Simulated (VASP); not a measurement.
Data:

```
CELL_PARAMETERS angstrom
      2.06447    -3.57576     0.00000
      2.06447     3.57576     0.00000
      0.00000     0.00000     6.88261
ATOMIC_POSITIONS crystal
  Mg 0.00000 0.00000 0.00000
  I  0.33333 0.66667 0.24326
  I  0.66667 0.33333 0.75674
```

Method: PBE GGA with D4 dispersion, VASP's PBE PAW potentials (set 64) (plane waves; VASP). Numerical set-up: 520 eV cut-off, Gaussian smearing of 0.050 eV, potentials Mg I.

Unless said otherwise, spin-orbit coupling is left out, though it shifts the bands of the heavy elements here.

Q: Give the energies of bands 3 to 11 at the high-symmetry points, in eV from the valence-band maximum.

A: 
| band | Γ | M | K | A | L | H |
|---|---|---|---|---|---|---|
| 3 | -3.57 | -3.61 | -3.34 | -2.72 | -3.71 | -3.17 |
| 4 | -0.40 | -2.84 | -2.38 | -1.47 | -3.22 | -2.77 |
| 5 | -0.40 | -1.88 | -2.38 | -0.30 | -1.17 | -2.77 |
| 6 | -0.02 | -1.35 | -1.92 | -0.30 | -1.14 | -2.23 |
| 7 | -0.02 | -0.91 | -1.23 | -0.12 | -0.80 | -0.55 |
| 8 | 0.00 | -0.43 | -1.23 | -0.12 | -0.67 | -0.55 |
| 9 | 3.77 | 3.67 | 3.91 | 4.74 | 3.57 | 4.84 |
| 10 | 4.84 | 5.35 | 7.37 | 4.92 | 5.21 | 5.75 |
| 11 | 6.77 | 5.50 | 7.37 | 6.58 | 5.66 | 5.75 |

The gap is indirect, 3.54 eV, from the valence maximum at Γ to the conduction minimum at L-M at 0.33.

The compound is MgI2 in the 1T layered structure. It was relaxed first.
